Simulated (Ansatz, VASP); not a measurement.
# CoO in two plane-wave programs, part 2 of 3

One calculation is typed for both programs; each brings its own data sets. How far apart do they land? The cell is taken from a series of runs on this material, whose earlier steps may have relaxed, scaled, displaced or heated it; both programs get it as it stands.

VASP 6.6.1 and Ansatz 0.2.0.

So far. Step 2 (Ansatz: single point, LDA, DFT+U, pair 1): The run ends at a pressure of 7.92 GPa.

## 3. VASP: single point, LDA, DFT+U, pair 1

Level of this step: LDA, DFT+U (Co d 1.75 eV), spin-polarised from a ferromagnetic start; plane waves and PAW (Co, O) (VASP).

The same cell, functional (in two slightly different forms), mesh and smearing now go to VASP, with its own data sets.

Lines of VASP's logs that name or quote its potential files are left out, and so is its time.

INCAR

```
SYSTEM = CoO
PREC = Accurate
ENCUT = 600
EDIFF = 1E-06
NELM = 200
ISMEAR = -1
SIGMA = 0.05
LREAL = .FALSE.
ALGO = Normal
GGA = PW92
NBANDS = 16
ISPIN = 2
MAGMOM = 2.42 0.29
LDAU = .TRUE.
LDAUTYPE = 2
LDAUL = 2 -1
LDAUU = 1.75 0
LDAUJ = 0 0
LDAUPRINT = 1
LASPH = .TRUE.
LMAXMIX = 4
LORBIT = 11
LWAVE = .FALSE.
LCHARG = .FALSE.
ISIF = 2
GGA_COMPAT = .FALSE.
KPAR = 2
```

POSCAR

```
CoO
1.0
    0.0000000000      2.0579406200      2.0579406200
    2.0579406200      0.0000000000      2.0579406200
    2.0579406200      2.0579406200      0.0000000000
Co O
1 1
Direct
    0.0000000000      0.0000000000      0.0000000000
    0.5000000000      0.5000000000      0.5000000000
```

KPOINTS

```
Automatic mesh
0
Gamma
13 13 13
0 0 0
```

The projector-augmented-wave data sets are Co and O (LDA family, release 64).

Command:

```console
> mpirun -np 2 vasp_std
```

Numbers of over 12 decimals in the logs are rounded to 6 here.

Log:

```text
[banner, memory and clock lines left out]
running    2 mpi-ranks, on    1 nodes
 distrk:  each k-point on    1 cores,    2 groups
 distr:  one band on    1 cores,    1 groups

 POSCAR found type information on POSCAR CoO
 POSCAR found :  2 types and       2 ions
|                                                                             |
|               ----> ADVICE to this user running VASP <----                  |
|                                                                             |
|     You enforced a specific xc type in the INCAR file but a different       |
|     [... a line on the potential file left out ...]
|     I HOPE YOU KNOW WHAT YOU ARE DOING!                                     |
|                                                                             |

 LDA part: xc-table for (Slater(with rela. corr.)+PW92), standard interpolation
 POSCAR, INCAR and KPOINTS ok, starting setup
 FFT: planning ... GRIDC
 FFT: planning ... GRID_SOFT
 FFT: planning ... GRID
 WAVECAR not read
 entering main loop
       N       E                     dE             d eps       ncg     rms          rms(c)
DAV:   1     0.766165842080E+02    0.76617E+02   -0.75254E+03  5544   0.125E+03
DAV:   2    -0.117559117163E+02   -0.88372E+02   -0.76460E+02  6040   0.251E+02
DAV:   3    -0.159002005771E+02   -0.41443E+01   -0.40810E+01  6560   0.581E+01
DAV:   4    -0.159435539930E+02   -0.43353E-01   -0.43343E-01  6744   0.565E+00
DAV:   5    -0.159447582937E+02   -0.12043E-02   -0.12043E-02  6928   0.930E-01    0.181E+01
DAV:   6    -0.143811660965E+02    0.15636E+01   -0.13398E+01  6888   0.672E+01    0.182E+01
DAV:   7    -0.138479216071E+02    0.53324E+00   -0.34448E+00  6376   0.439E+01    0.910E+00
DAV:   8    -0.138282545756E+02    0.19667E-01   -0.24264E-01  7592   0.878E+00    0.549E+00
DAV:   9    -0.138155836869E+02    0.12671E-01   -0.11556E-01  8608   0.677E+00    0.238E+00
DAV:  10    -0.138207338177E+02   -0.51501E-02   -0.26800E-02  7840   0.361E+00    0.120E+00
DAV:  11    -0.138182867373E+02    0.24471E-02   -0.21436E-02  7784   0.304E+00    0.108E-01
DAV:  12    -0.138185122010E+02   -0.22546E-03   -0.23595E-03  7408   0.642E-01    0.149E-01
DAV:  13    -0.138185716818E+02   -0.59481E-04   -0.11631E-04  6976   0.136E-01    0.117E-01
DAV:  14    -0.138185880214E+02   -0.16340E-04   -0.66954E-05  7096   0.180E-01    0.596E-02
DAV:  15    -0.138185846532E+02    0.33682E-05   -0.40745E-05  8144   0.957E-02    0.244E-02
DAV:  16    -0.138185839376E+02    0.71559E-06   -0.49438E-06  6776   0.222E-02
   1 F= -.13818584E+02 E0= -.13802781E+02  d E =-.316058E-01  mag=     2.8328
```

Parts of OUTCAR (step 3):

```text
ion  position               nearest neighbor table
   1  0.000  0.000  0.000-   2 2.06   2 2.06   2 2.06   2 2.06   2 2.06   2 2.06
   2  0.500  0.500  0.500-   1 2.06   1 2.06   1 2.06   1 2.06   1 2.06   1 2.06

  LATTYP: Found a face centered cubic cell.
 ALAT       =     4.1158812400

 Subroutine GETGRP returns: Found 48 space group operations
 (whereof 48 operations were pure point group operations)

The static configuration has the point symmetry O_h .

 Found     84 irreducible k-points:

   k-points           NKPTS =     84   k-points in BZ     NKDIM =     84   number of bands    NBANDS=     16

   dimension x,y,z NGX =    24 NGY =   24 NGZ =   24
   dimension x,y,z NGXF=    48 NGYF=   48 NGZF=   48

   ENCUT  =  600.0 eV  44.10 Ry    6.64 a.u.   5.81  5.81  5.81*2*pi/ulx,y,z

   NELECT =      15.0000    total number of electrons

 k-points in reciprocal lattice and weights: Automatic mesh
   0.00000000  0.00000000  0.00000000       0.000
   0.07692308  0.00000000  0.00000000       0.004
   0.15384615  0.00000000  0.00000000       0.004
   0.23076923  0.00000000  0.00000000       0.004
   0.30769231  0.00000000  0.00000000       0.004
   0.38461538  0.00000000  0.00000000       0.004
   0.46153846  0.00000000  0.00000000       0.004
   0.07692308  0.07692308  0.00000000       0.003
   0.15384615  0.07692308  0.00000000       0.011
[...]
-0.30769231  0.46153846  0.15384615       0.011
  -0.30769231  0.46153846  0.23076923       0.011

atom =   1  type =  1  l = 2

 onsite density matrix

spin component  1

  0.9633  0.0000  0.0000  0.0000  0.0000
  0.0000  0.9633  0.0000  0.0000  0.0000
  0.0000  0.0000  0.9972 -0.0000  0.0000
  0.0000  0.0000 -0.0000  0.9633 -0.0000
  0.0000  0.0000  0.0000 -0.0000  0.9972

spin component  2

  0.6672  0.0000 -0.0000  0.0000  0.0000
  0.0000  0.6672 -0.0000  0.0000  0.0000
 -0.0000 -0.0000  0.1993  0.0000 -0.0000
  0.0000  0.0000  0.0000  0.6672 -0.0000
  0.0000  0.0000 -0.0000 -0.0000  0.1993

 occupancies and eigenvectors

  o =  0.1993  v =  0.0000  0.0000  0.0000  0.0000  0.0000  0.0000 -0.0000  0.9998 -0.0000  0.0193      0.0000  0.0000  0.0000  0.0000  0.0000  0.0000  0.0000  0.0000  0.0000  0.0000
  o =  0.1993  v =  0.0000  0.0000  0.0000  0.0000  0.0000  0.0000 -0.0000 -0.0193  0.0000  0.9998      0.0000  0.0000  0.0000  0.0000  0.0000  0.0000  0.0000  0.0000  0.0000  0.0000
  o =  0.6672  v =  0.0000  0.0000  0.0000  0.0000  0.0000  0.0000  0.0759 -0.0000 -0.9971 -0.0000      0.0000  0.0000  0.0000  0.0000  0.0000  0.0000  0.0000  0.0000  0.0000  0.0000
  o =  0.6672  v =  0.0000  0.0000  0.0000  0.0000  0.0000  1.0000  0.0000  0.0000  0.0000  0.0000      0.0000  0.0000  0.0000  0.0000  0.0000  0.0000  0.0000  0.0000  0.0000  0.0000
  o =  0.6672  v =  0.0000  0.0000  0.0000  0.0000  0.0000  0.0000 -0.9971 -0.0000 -0.0759  0.0000      0.0000  0.0000  0.0000  0.0000  0.0000  0.0000  0.0000  0.0000  0.0000  0.0000
  o =  0.9633  v =  1.0000  0.0000  0.0000  0.0000  0.0000  0.0000  0.0000  0.0000  0.0000  0.0000      0.0000  0.0000  0.0000  0.0000  0.0000  0.0000  0.0000  0.0000  0.0000  0.0000
  o =  0.9633  v =  0.0000  0.9844 -0.0000 -0.1761 -0.0000  0.0000  0.0000  0.0000  0.0000  0.0000      0.0000  0.0000  0.0000  0.0000  0.0000  0.0000  0.0000  0.0000  0.0000  0.0000
  o =  0.9633  v =  0.0000 -0.1761  0.0000 -0.9844 -0.0000  0.0000  0.0000  0.0000  0.0000  0.0000      0.0000  0.0000  0.0000  0.0000  0.0000  0.0000  0.0000  0.0000  0.0000  0.0000
  o =  0.9972  v =  0.0000 -0.0000  0.0118  0.0000 -0.9999  0.0000  0.0000  0.0000  0.0000  0.0000      0.0000  0.0000  0.0000  0.0000  0.0000  0.0000  0.0000  0.0000  0.0000  0.0000
  o =  0.9972  v =  0.0000  0.0000  0.9999  0.0000  0.0118  0.0000  0.0000  0.0000  0.0000  0.0000      0.0000  0.0000  0.0000  0.0000  0.0000  0.0000  0.0000  0.0000  0.0000  0.0000

 average (electrostatic) potential at core
       1 -79.6550       2 -68.1153

 E-fermi :   8.9004

 spin component 1
 k-point     1 :       0.0000    0.0000    0.0000
  band No.  band energies     occupation
    ...
      5       5.0909      1.00000
      6       5.0909      1.00000
      7       5.5749      1.00000
      8       5.5749      1.00000
      9       5.5749      1.00000
     10      10.7597      0.00000
     11      26.1118      0.00000
     12      27.3865      0.00000
     13      27.3865      0.00000
     14      27.3865      0.00000
    ...

 k-point     2 :       0.0769    0.0000    0.0000
  band No.  band energies     occupation
    ...
      5       5.1283      1.00000
      6       5.1283      1.00000
      7       5.7037      1.00000
      8       6.1850      1.00000
      9       6.1850      1.00000
     10      11.1717      0.00000
     11      24.7689      0.00000
     12      27.2725      0.00000
     13      27.2725      0.00000
     14      28.3653      0.00000
    ...

 k-point     3 :       0.1538    0.0000    0.0000
  band No.  band energies     occupation
    ...
      5       5.2637      1.00000
      6       5.2637      1.00000
      7       5.8630      1.00000
      8       6.9899      1.00000
      9       6.9899      1.00000
     10      12.1156      0.00000
     11      22.9481      0.00000
     12      26.7055      0.00000
     13      26.7055      0.00000
     14      29.1399      0.00000
    ...

 k-point     4 :       0.2308    0.0000    0.0000
  band No.  band energies     occupation
    ...
      5       5.4604      1.00000
      6       5.4604      1.00000
      7       6.0587      1.00000
      8       7.7404      1.00000
      9       7.7404      1.00000
     10      13.1510      0.00000
     11      21.3114      0.00000
     12      25.6247      0.00000
     13      25.6247      0.00000
     14      29.5295      0.00000
    ...

 k-point     5 :       0.3077    0.0000    0.0000
  band No.  band energies     occupation
    ...
      5       5.6762      1.00000
      6       5.6762      1.00000
      7       6.2990      1.00000
      8       8.3745      0.99997
      9       8.3745      0.99997
     10      13.9488      0.00000
     11      20.1026      0.00000
     12      24.4804      0.00000
     13      24.4804      0.00000
     14      29.8395      0.00000
    ...

 k-point     6 :       0.3846    0.0000    0.0000
  band No.  band energies     occupation
    ...
      5       5.8610      1.00000
      6       5.8610      1.00000
      7       6.5409      1.00000
      8       8.8395      0.77182
      9       8.8395      0.77181
     10      14.3024      0.00000
     11      19.4874      0.00000
     12      23.5887      0.00000
     13      23.5887      0.00000
     14      30.1755      0.00000
    ...

  Total        0.0235300      0.0235300      0.0235300      0.0000000      0.0000000     -0.0000000
  in kB        2.1627423      2.1627423      2.1627423      0.0000000      0.0000000     -0.0000000
  external PRESSURE =       2.1627423 kB  Pullay stress =       0.0000000 kB

  energy-cutoff  :      600.00
  volume of cell :       17.43
      direct lattice vectors                 reciprocal lattice vectors
     0.000000000  2.057940620  2.057940620    -0.242961335  0.242961335  0.242961335
     2.057940620  0.000000000  2.057940620     0.242961335 -0.242961335  0.242961335
     2.057940620  2.057940620  0.000000000     0.242961335  0.242961335 -0.242961335

 POSITION                                       TOTAL-FORCE (eV/Angst)
 -----------------------------------------------------------------------------------
      0.00000      0.00000      0.00000         0.000000      0.000000      0.000000
      2.05794      2.05794      2.05794        -0.000000     -0.000000     -0.000000
 -----------------------------------------------------------------------------------
    total drift:                                0.000000     -0.000000     -0.000000

  FREE ENERGIE OF THE ION-ELECTRON SYSTEM (eV)
  ---------------------------------------------------
  free  energy   TOTEN  =       -13.8185839376 eV

  energy  without entropy=      -13.7869781467  energy(sigma->0) =      -13.80278104

 total charge
# of ion       s       p       d       tot
------------------------------------------
    1        0.331   0.440   7.255   8.026
    2        1.540   3.461   0.000   5.000
--------------------------------------------------
tot          1.870   3.901   7.255  13.027

 magnetization (x)
# of ion       s       p       d       tot
------------------------------------------
    1        0.020   0.021   2.483   2.524
    2        0.030   0.243   0.000   0.273
--------------------------------------------------
tot          0.051   0.264   2.483   2.797

[... 6 further parts left out ...]
```

The cell holds one magnetic atom, so no antiferromagnetic order fits into it.

## 4. Differences

Known differences besides the potentials themselves: VASP starts from the moments at which Ansatz ended; U acts on the PAW sphere in VASP and on atomic orbitals in Ansatz, so only states and trends compare; the data sets hold 23 valence electrons in Ansatz (on its default PAW (the set named soft_2) files) and 15 in VASP; the cutoff is 420 eV in Ansatz and 600 eV in VASP; VASP's log shows a relativistic correction to its local exchange, Ansatz's none; site moments are counted in spheres of each program's own size. Total energies have different zeros and are not compared.

The two programs side by side:

| quantity | Ansatz | VASP | difference |
| --- | --- | --- | --- |
| pressure (GPa) | 7.92 | 0.22 | +7.71 |
| total moment (μB) | 2.86 | 2.83 | +0.03 |
| moment on Co1 (μB) | 2.42 | 2.52 | -0.11 |
| moment on O2 (μB) | 0.29 | 0.27 | +0.01 |

## 5. What the set-up changes

Further runs change the set-up of one program: Ansatz's method, potentials or start, or VASP's data sets, cutoff or form of LDA. The table gives Ansatz less VASP for each quantity, since a change that brings one quantity closer may part another.

| run | pressure (GPa) | total moment (μB) |
| --- | --- | --- |
| as above | 7.7 | 0.028 |
| VASP with the data sets Co_sv and O | 7.4 | -0.037 |

## 6. Ansatz: single point, LDA, DFT+U, pair 2

With cell and atoms fixed, the geometry can't cause a difference; cores, projectors, grids and the points listed under the comparison can. The cell compared in this pair holds 18.40 Å³, against 17.43 Å³ for the pair before.

The cell is taken from a series of runs on this material, whose earlier steps may have relaxed, scaled, displaced or heated it; both programs get it as it stands.

input.yaml

```yaml
crystal:
  lattice:
    - [0.0, 2.0953659, 2.0953659]
    - [2.0953659, 0.0, 2.0953659]
    - [2.0953659, 2.0953659, 0.0]
  atoms:
    - { symbol: Co, position: [0.0, 0.0, 0.0], spin: 3.0 }
    - { symbol: O, position: [0.5, 0.5, 0.5] }
magnetization:
  spin_polarized: true
kpoints:
  mp_grid: { grid: [13, 13, 13] }
hamiltonian:
  xc: lda
  hubbard: { sites: [{ species: Co, l: d, u_eff: 1.75 }] }
scf:
  occupations: { method: fermi_dirac, width: 0.05 }
  max_iter: 120
  convergence: { dr2_threshold: 1.0e-08 }
basis:
  ecutwfc: 420.0
output:
  stress: true
```

Command:

```console
> ansatz run input.yaml --threads 1 --pin off --max-ram 2560MiB --backend cpu --events-out ev --progress --plain --runs-dir out
```

Log:

```text
[...]
Crystal: 2 atoms, lattice volume = 18.400 Å³
Basis set: ecut = 420 eV, 339 PW (Γ)
Bands: 17, of which v1, the nominal top of the filled ones, is band 12 counted from 1 (11 counted from 0)
Symmetry: 48 space group operations
[...]
k-points: 84 of 2197
[...]
k-point 1 ↑: bands = [... 8 lower, 10.2806, 10.7451, 11.2821, 11.6587, 11.7086, 16.1046, 29.9580, 32.3218, ... 1 higher]
  k-point 2 ↑: bands = [... 8 lower, 10.0320, 10.8715, 11.3993, 12.3830, 12.4380, 17.0700, 28.1408, 31.5501, ... 1 higher]
  k-point 230 ↓: bands = [... 8 lower, 13.4769, 13.5032, 15.2869, 17.2652, 17.4954, 20.2676, 24.8614, 27.9743, ... 1 higher]
Occupation matrices written to <dir>
[key lines of the parts left out:]
SCF converged after 2 iterations
Magnetization: 2.9384 μB (12.9692 up, 10.0308 down)
Free energy (F): -5615.623532 eV
Fermi energy:    14.340883 eV
P = ⅓ Tr σ = -3.2661 GPa (-32.661 kbar)
```

The run ends at a pressure of -3.27 GPa.

## 7. VASP: single point, LDA, DFT+U, pair 2

The same cell, functional (in two slightly different forms), mesh and smearing now go to VASP, with its own data sets.

Edit INCAR of step 3 so:

```diff
@@ -12,3 +12,3 @@
 ISPIN = 2
-MAGMOM = 2.42 0.29
+MAGMOM = 2.48 0.3
 LDAU = .TRUE.
```

POSCAR

```
CoO
1.0
    0.0000000000      2.0953659000      2.0953659000
    2.0953659000      0.0000000000      2.0953659000
    2.0953659000      2.0953659000      0.0000000000
Co O
1 1
Direct
    0.0000000000      0.0000000000      0.0000000000
    0.5000000000      0.5000000000      0.5000000000
```

KPOINTS is that of step 3.

Command:

```console
> mpirun -np 2 vasp_std
```

Log:

```text
[banner, memory and clock lines left out]
running    2 mpi-ranks, on    1 nodes
[...]
[... a notice as in an earlier step ...]

 LDA part: xc-table for (Slater(with rela. corr.)+PW92), standard interpolation
 POSCAR, INCAR and KPOINTS ok, starting setup
[...]
entering main loop
       N       E                     dE             d eps       ncg     rms          rms(c)
DAV:   1     0.777629045492E+02    0.77763E+02   -0.76131E+03  5544   0.124E+03
DAV:   2    -0.116826028397E+02   -0.89446E+02   -0.77224E+02  6168   0.249E+02
DAV:   3    -0.159460503469E+02   -0.42634E+01   -0.42180E+01  6448   0.585E+01
DAV:   4    -0.159935015580E+02   -0.47451E-01   -0.47434E-01  6912   0.584E+00
[...]
DAV:  13    -0.137893831854E+02    0.46177E-05   -0.95612E-05  6408   0.871E-02    0.394E-02
DAV:  14    -0.137893805142E+02    0.26712E-05   -0.13182E-05  8000   0.525E-02    0.121E-02
DAV:  15    -0.137893803071E+02    0.20703E-06   -0.25037E-06  5272   0.175E-02
   1 F= -.13789380E+02 E0= -.13773978E+02  d E =-.308039E-01  mag=     2.9652
```

(Part 2 of 3 ends here.)

[Lines on the potential files, build, host, timing and source positions are cut from VASP's logs without a mark.]

[Logs are printed without paths, hosts, clocks, repeated set-up lines and the standing remarks that a program may print on its own settings, such as how far it seeks lower states.]

[Hosts, paths, dates, database ids (printed as entryN), source tags and the programs' standing remarks are cut or masked in the printed files.]
